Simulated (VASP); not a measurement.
**PtAs (relaxed from the rock salt structure, space group Fm-3m): computed properties**

Computed with r2SCAN meta-GGA, VASP's PBE PAW potentials (set 64) (plane waves; VASP 6.6.1).

```yaml
space_group: Fm-3m (225)
cell: a = b = c = 5.1904 Å, α = β = γ = 90.00°
volume_per_atom: 17.48 Å³/atom
band gap (over mesh and band path): none (metal, semimetal or under 0.01 eV)
density: 12.83 g/cm³
```

```cif
data_AsPt
_chemical_formula_sum 'Pt1 As1'
_space_group_name_H-M_alt 'P 1'
_space_group_IT_number 1
_cell_length_a 3.67013
_cell_length_b 3.67013
_cell_length_c 3.67013
_cell_angle_alpha 60.000
_cell_angle_beta 60.000
_cell_angle_gamma 60.000
loop_
_space_group_symop_operation_xyz
  'x, y, z'
loop_
_atom_site_label
_atom_site_type_symbol
_atom_site_fract_x
_atom_site_fract_y
_atom_site_fract_z
_atom_site_occupancy
Pt1 Pt 0.00000 0.00000 0.00000 1
As1 As 0.50000 0.50000 0.50000 1
```

Unless said otherwise, spin-orbit coupling is left out, though it shifts the bands of the heavy elements here.

The structure was generated: PtAs was put into the rock salt type (Fm-3m), which need not be its known phase. It was relaxed first, which changed the volume by -16 %. Symmetry was kept, so distortions that lower it aren't found. The electron count is odd and the run is not spin-polarised, which forces a metal.
